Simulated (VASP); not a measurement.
AlGa$_{3}$N$_{4}$ (space group Pm): computed properties

Calculation: r2SCAN meta-GGA, VASP's PBE PAW potentials (set 64) (plane waves; VASP 6.6.1).

```yaml
space_group: Pm (6)
cell: a = 5.1479 Å, b = 3.1676 Å, c = 5.4867 Å, α = γ = 90.00°, β = 90.04°
volume_per_atom: 11.18 Å³/atom
band gap (over mesh and band path): 2.84 eV
smallest direct gap (over mesh and band path): 2.84 eV
band_edge_character: direct, Γ to Γ
density: 5.42 g/cm³
```

AlGa3N4 is modelled in the monoclinic space group Pm (No. 6), Pearson symbol mP8. Cell: a = 5.1479 Å, b = 3.1676 Å, c = 5.4867 Å, α = 90.00°, β = 90.04°, γ = 90.00°. Al on 1b is coordinated by 4 N at 1.892–1.903 Å (tetrahedral). Ga1 on 1b sees 4 N at 1.939–1.955 Å (tetrahedral). Ga2 on 1a sees 4 N at 1.939–1.967 Å (tetrahedral). Ga3 on 1a has 4 N at 1.951–1.965 Å (tetrahedral). N1 on 1b has 1 Al at 1.892 Å and 3 Ga at 1.951–1.955 Å (tetrahedral). N2 on 1a is surrounded by 2 Al at 1.903 Å and 2 Ga at 1.965–1.967 Å (tetrahedral). N3 on 1a has 4 Ga at 1.939–1.955 Å (tetrahedral). N4 on 1b is surrounded by 1 Al at 1.895 Å and 3 Ga at 1.946 Å (tetrahedral). (Neighbours: up to the widest gap in distance over summed covalent radii, below 1.35, at either atom; cation-cation and far metal-metal contacts left out.)

The structure comes from a computed database's AlGa3N4 entry (Pm); how it stands against other phases isn't given here. It was relaxed first. Symmetry was kept, so distortions that lower it aren't found.
